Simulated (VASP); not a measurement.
Computed with LDA (Ceperley-Alder, Perdew-Zunger), VASP's LDA PAW potentials (set 64) (plane waves; VASP).

A VASP calculation is set up with these files.

### INCAR
```
SYSTEM = WS2
PREC = Accurate
ENCUT = 500
EDIFF = 1E-6
NELM = 100
ALGO = Normal
LREAL = .FALSE.
LASPH = .TRUE.
ISMEAR = 1
SIGMA = 0.1
LMAXMIX = 6
LWAVE = .FALSE.
LCHARG = .FALSE.
IBRION = 2
ISIF = 3
NSW = 40
EDIFFG = -0.02
PSTRESS = 450
```

File KPOINTS:
```
Automatic mesh
0
Gamma
12 12 3
0 0 0
```

**POSCAR**
```
WS2
1
    1.4825029080    -2.5677702250     0.0000000000
    1.4825029080     2.5677702250     0.0000000000
   -0.0000000000    -0.0000000000    10.7695493652
W S
2 4
Direct
  0.3333330000   0.6666670000   0.2500000000
  0.6666670000   0.3333330000   0.7500000000
  0.3333330000   0.6666670000   0.8969530746
  0.6666670000   0.3333330000   0.3969530746
  0.6666670000   0.3333330000   0.1030469254
  0.3333330000   0.6666670000   0.6030469254
```

POTCAR, in this order: W_sv S (LDA.64 set). Program: vasp_std.

What VASP printed:

OSZICAR:
```
...
DAV:   1    -0.555250107788E+02   -0.44488E+01   -0.29240E+02  2568   0.157E+02    0.626E+01
DAV:   2    -0.473681729263E+02    0.81568E+01   -0.32069E+01  2683   0.477E+01    0.189E+01
DAV:   3    -0.451557016341E+02    0.22125E+01   -0.49959E+00  2540   0.149E+01    0.594E+00
DAV:   4    -0.450432259900E+02    0.11248E+00   -0.55583E-01  2938   0.487E+00    0.520E+00
DAV:   5    -0.449926430248E+02    0.50583E-01   -0.96603E-02  2879   0.228E+00    0.258E+00
DAV:   6    -0.449671601743E+02    0.25483E-01   -0.81349E-02  2695   0.187E+00    0.732E-01
DAV:   7    -0.449667745498E+02    0.38562E-03   -0.97335E-03  2935   0.657E-01    0.258E-01
DAV:   8    -0.449667990944E+02   -0.24545E-04   -0.47012E-04  2803   0.160E-01    0.174E-01
DAV:   9    -0.449667954344E+02    0.36600E-05   -0.35715E-05  2845   0.387E-02    0.434E-02
DAV:  10    -0.449667932715E+02    0.21629E-05   -0.87647E-06  2489   0.199E-02    0.207E-02
DAV:  11    -0.449667931645E+02    0.10699E-06   -0.27213E-07  1794   0.395E-03
   2 F= -.25965625E+02 E0= -.25965319E+02  d E =0.208122E+01
       N       E                     dE             d eps       ncg     rms          rms(c)
DAV:   1    -0.576661995912E+02   -0.12699E+02   -0.20615E+02  2602   0.148E+02    0.412E+01
DAV:   2    -0.520759552518E+02    0.55902E+01   -0.34960E+01  2725   0.433E+01    0.158E+01
DAV:   3    -0.506448260319E+02    0.14311E+01   -0.89508E+00  2622   0.146E+01    0.590E+00
DAV:   4    -0.503651759414E+02    0.27965E+00   -0.11722E+00  2622   0.765E+00    0.234E+00
DAV:   5    -0.503489577954E+02    0.16218E-01   -0.15901E-01  2994   0.233E+00    0.264E+00
DAV:   6    -0.503511587896E+02   -0.22010E-02   -0.43083E-02  2968   0.137E+00    0.146E+00
DAV:   7    -0.503413456017E+02    0.98132E-02   -0.30810E-02  2678   0.125E+00    0.368E-01
DAV:   8    -0.503413593424E+02   -0.13741E-04   -0.18058E-03  2965   0.287E-01    0.196E-01
DAV:   9    -0.503413273301E+02    0.32012E-04   -0.62703E-04  2933   0.140E-01    0.105E-01
DAV:  10    -0.503413093322E+02    0.17998E-04   -0.12010E-04  2829   0.632E-02    0.427E-02
DAV:  11    -0.503413089396E+02    0.39257E-06   -0.53935E-06  2676   0.129E-02
   3 F= -.28213192E+02 E0= -.28213015E+02  d E =-.166348E+00
       N       E                     dE             d eps       ncg     rms          rms(c)
DAV:   1    -0.502866875477E+02    0.54622E-01   -0.58172E-02  2602   0.230E+00    0.733E-01
DAV:   2    -0.502850192126E+02    0.16683E-02   -0.78496E-03  2726   0.674E-01    0.241E-01
DAV:   3    -0.502846118913E+02    0.40732E-03   -0.15640E-03  2794   0.205E-01    0.728E-02
DAV:   4    -0.502845539355E+02    0.57956E-04   -0.24820E-04  2813   0.109E-01    0.525E-02
DAV:   5    -0.502845500585E+02    0.38770E-05   -0.34132E-05  3057   0.379E-02    0.437E-02
DAV:   6    -0.502845463870E+02    0.36715E-05   -0.15915E-05  2501   0.226E-02    0.152E-02
DAV:   7    -0.502845457467E+02    0.64033E-06   -0.41097E-06  2196   0.158E-02
   4 F= -.28213984E+02 E0= -.28213796E+02  d E =-.167140E+00
       N       E                     dE             d eps       ncg     rms          rms(c)
DAV:   1    -0.500713006299E+02    0.21325E+00   -0.80865E+00  2538   0.187E+01    0.261E+00
DAV:   2    -0.500117528336E+02    0.59548E-01   -0.47320E-01  2685   0.475E+00    0.136E+00
DAV:   3    -0.499930924758E+02    0.18660E-01   -0.32690E-02  2741   0.112E+00    0.953E-01
DAV:   4    -0.499888985853E+02    0.41939E-02   -0.61485E-03  2714   0.518E-01    0.755E-01
DAV:   5    -0.499872808831E+02    0.16177E-02   -0.49873E-03  2753   0.406E-01    0.912E-02
DAV:   6    -0.499872012090E+02    0.79674E-04   -0.54806E-04  2825   0.167E-01    0.538E-02
DAV:   7    -0.499872008837E+02    0.32530E-06   -0.45549E-05  2770   0.440E-02    0.342E-02
DAV:   8    -0.499872011566E+02   -0.27296E-06   -0.37550E-06  2399   0.106E-02
   5 F= -.28274144E+02 E0= -.28274150E+02  d E =-.601599E-01
       N       E                     dE             d eps       ncg     rms          rms(c)
DAV:   1    -0.500067264380E+02   -0.19526E-01   -0.23281E-02  2566   0.101E+00    0.140E-01
DAV:   2    -0.500065580196E+02    0.16842E-03   -0.13967E-03  2720   0.259E-01    0.845E-02
DAV:   3    -0.500065084997E+02    0.49520E-04   -0.81015E-05  2749   0.549E-02    0.559E-02
DAV:   4    -0.500064915249E+02    0.16975E-04   -0.25695E-05  2671   0.332E-02    0.422E-02
DAV:   5    -0.500064871394E+02    0.43855E-05   -0.12471E-05  2781   0.204E-02    0.743E-03
DAV:   6    -0.500064867781E+02    0.36126E-06   -0.17650E-06  1754   0.993E-03
   6 F= -.28274343E+02 E0= -.28274335E+02  d E =-.603593E-01
       N       E                     dE             d eps       ncg     rms          rms(c)
DAV:   1    -0.499763155001E+02    0.30172E-01   -0.13094E+00  2513   0.803E+00    0.115E+00
DAV:   2    -0.499559547860E+02    0.20361E-01   -0.19646E-01  2808   0.279E+00    0.916E-01
DAV:   3    -0.499520456892E+02    0.39091E-02   -0.10612E-02  2757   0.641E-01    0.343E-01
DAV:   4    -0.499500732603E+02    0.19724E-02   -0.61623E-03  2768   0.407E-01    0.121E-01
DAV:   5    -0.499498973608E+02    0.17590E-03   -0.56899E-04  2972   0.159E-01    0.722E-02
DAV:   6    -0.499498846648E+02    0.12696E-04   -0.11899E-04  2773   0.646E-02    0.343E-02
DAV:   7    -0.499498861702E+02   -0.15054E-05   -0.85435E-06  2939   0.154E-02    0.192E-02
DAV:   8    -0.499498842786E+02    0.18916E-05   -0.11478E-05  2457   0.204E-02    0.194E-03
DAV:   9    -0.499498842916E+02   -0.13049E-07   -0.77338E-07  1549   0.527E-03
   7 F= -.28280244E+02 E0= -.28280312E+02  d E =-.590041E-02
       N       E                     dE             d eps       ncg     rms          rms(c)
DAV:   1    -0.499557496513E+02   -0.58654E-02   -0.10329E-02  2506   0.716E-01    0.103E-01
DAV:   2    -0.499555896141E+02    0.16004E-03   -0.15467E-03  2800   0.250E-01    0.810E-02
DAV:   3    -0.499555589134E+02    0.30701E-04   -0.84202E-05  2764   0.567E-02    0.317E-02
DAV:   4    -0.499555428095E+02    0.16104E-04   -0.52851E-05  2774   0.377E-02    0.109E-02
DAV:   5    -0.499555415392E+02    0.12703E-05   -0.43525E-06  2384   0.141E-02    0.687E-03
DAV:   6    -0.499555414427E+02    0.96519E-07   -0.10133E-06  1451   0.649E-03
   8 F= -.28280299E+02 E0= -.28280352E+02  d E =-.595609E-02
       N       E                     dE             d eps       ncg     rms          rms(c)
DAV:   1    -0.500336416765E+02   -0.78100E-01   -0.11099E-01  2556   0.310E+00    0.103E+00
DAV:   2    -0.500309327355E+02    0.27089E-02   -0.11642E-02  2711   0.834E-01    0.307E-01
DAV:   3    -0.500302067588E+02    0.72598E-03   -0.30780E-03  2726   0.293E-01    0.113E-01
DAV:   4    -0.500301033582E+02    0.10340E-03   -0.43801E-04  2768   0.141E-01    0.586E-02
DAV:   5    -0.500300939826E+02    0.93757E-05   -0.77838E-05  3080   0.563E-02    0.614E-02
DAV:   6    -0.500300888685E+02    0.51140E-05   -0.22223E-05  2698   0.274E-02    0.141E-02
DAV:   7    -0.500300873888E+02    0.14797E-05   -0.77591E-06  2699   0.210E-02    0.877E-03
DAV:   8    -0.500300874023E+02   -0.13473E-07   -0.32895E-07  1444   0.426E-03
   9 F= -.28279618E+02 E0= -.28279645E+02  d E =0.681917E-03
       N       E                     dE             d eps       ncg     rms          rms(c)
DAV:   1    -0.499767800515E+02    0.53307E-01   -0.61483E-02  2542   0.230E+00    0.778E-01
DAV:   2    -0.499752677423E+02    0.15123E-02   -0.64686E-03  2688   0.623E-01    0.230E-01
DAV:   3    -0.499748624560E+02    0.40529E-03   -0.16652E-03  2712   0.218E-01    0.829E-02
DAV:   4    -0.499748073063E+02    0.55150E-04   -0.23540E-04  2754   0.103E-01    0.443E-02
DAV:   5    -0.499748019819E+02    0.53243E-05   -0.41907E-05  3051   0.415E-02    0.456E-02
DAV:   6    -0.499747991058E+02    0.28761E-05   -0.12467E-05  2480   0.205E-02    0.103E-02
DAV:   7    -0.499747983616E+02    0.74420E-06   -0.39062E-06  2041   0.155E-02
  10 F= -.28280389E+02 E0= -.28280435E+02  d E =-.899635E-04
```

File OUTCAR:
```
------------------------ aborting loop because EDIFF is reached ----------------------------------------
  FORCE on cell =-STRESS in cart. coord.  units (eV):
  Direction    XX          YY          ZZ          XY          YZ          ZX
  --------------------------------------------------------------------------------------
  Total       21.7086739     21.7086696     21.6812818      0.0000000      0.0000000     -0.0000000
  in kB      450.2958943    450.2958044    449.7277089      0.0000000      0.0000000     -0.0000000
  external PRESSURE =       0.1064692 kB  Pullay stress =     450.0000000 kB
  volume of cell :       77.24
      direct lattice vectors                 reciprocal lattice vectors
     1.453573893 -2.517663585 -0.000000000     0.343979761 -0.198596827 -0.000000000
     1.453573893  2.517663585  0.000000000     0.343979761  0.198596827 -0.000000000
     0.000000000 -0.000000000 10.553125007    -0.000000000 -0.000000000  0.094758661
 POSITION                                       TOTAL-FORCE (eV/Angst)
 -----------------------------------------------------------------------------------
      1.45357      0.83922      2.63828         0.000000      0.000000      0.000000
      1.45357     -0.83922      7.91484         0.000000     -0.000000      0.000000
      1.45357      0.83922      9.50430        -0.000000      0.000000     -0.006578
      1.45357     -0.83922      4.22774        -0.000000     -0.000000     -0.006578
      1.45357     -0.83922      1.04883         0.000000     -0.000000      0.006578
      1.45357      0.83922      6.32539        -0.000000      0.000000      0.006578
 -----------------------------------------------------------------------------------
    total drift:                                0.000094      0.000998     -0.000038
  FREE ENERGIE OF THE ION-ELECTRON SYSTEM (eV)
  ---------------------------------------------------
  free  energy   TOTEN  =       -49.9747983616 eV

  energy  without entropy=      -49.9749360723  energy(sigma->0) =      -49.97484427
  enthalpy is  TOTEN    =       -28.2803894258 eV   P V=       21.6944089358

 reached required accuracy - stopping structural energy minimisation
```
(Selected blocks of OUTCAR.)

**CONTCAR**
```
WS2
   1.00000000000000
     1.4535738933549498   -2.5176635845266646   -0.0000000000000000
     1.4535738933549498    2.5176635845266646    0.0000000000000000
     0.0000000000000000   -0.0000000000000000   10.5531250072265568
  W               S
     2     4
Direct
     0.3333330000000032    0.6666669999999968    0.2500000000000000
     0.6666669999999968    0.3333330000000032    0.7500000000000000
     0.3333330000000032    0.6666669999999968    0.9006146976208947
     0.6666669999999968    0.3333330000000032    0.4006146976208948
     0.6666669999999968    0.3333330000000032    0.0993853023791052
     0.3333330000000032    0.6666669999999968    0.5993853023791053
```

### OUTCAR
```
 val. band max:       12.3090845271   @ k =   0.1667   0.1667   0.0000

 cond. band min:      12.3508909406   @ k =   0.0000   0.0000   0.0000


 Fermi energy:        12.3188309574

 k-point     1 :       0.0000    0.0000    0.0000
  band No.  band energies     occupation
      1     -61.7356      2.00000
      2     -61.7356      2.00000
      3     -26.5556      2.00000
      4     -26.5539      2.00000
      5     -25.9864      2.00000
      6     -25.9864      2.00000
      7     -25.9864      2.00000
      8     -25.9864      2.00000
      9      -5.7229      2.00000
     10      -4.4752      2.00000
     11      -4.1219      2.00000
     12      -1.8009      2.00000
     13       2.0931      2.00000
     14       5.2823      2.00000
     15       6.3964      2.00000
     16       8.5658      2.00000
     17       8.5658      2.00000
     18       8.6484      2.00000
     19       8.6484      2.00000
     20       9.5875      2.00000
     21       9.9637      2.00000
     22       9.9637      2.00000
     23      10.3850      2.00000
     24      10.3851      2.00000
     25      12.3509      0.48705
     26      12.8711     -0.00000
     27      14.1824     -0.00000
     28      14.1824     -0.00000
     29      14.8158      0.00000
     30      14.8185      0.00000
     31      14.8500      0.00000

 k-point     2 :       0.0833   -0.0000    0.0000
  band No.  band energies     occupation
      1     -61.7314      2.00000
      2     -61.7314      2.00000
      3     -26.5439      2.00000
      4     -26.5423      2.00000
      5     -26.0477      2.00000
      6     -26.0477      2.00000
      7     -26.0000      2.00000
      8     -26.0000      2.00000
      9      -5.5652      2.00000
     10      -4.3770      2.00000
     11      -3.9550      2.00000
     12      -1.7670      2.00000
     13       2.2898      2.00000
     14       5.4813      2.00000
     15       6.2167      2.00000
     16       8.1435      2.00000
     17       8.2854      2.00000
...
```

Energy and stress use the plane-wave basis of the starting cell. Unless said otherwise, spin-orbit coupling is left out, though it shifts the bands of the heavy elements here.

The compound is WS2 in the 2H layered structure. This run relaxes it under an external pressure of 45 GPa. Symmetry was kept, so distortions that lower it aren't found.
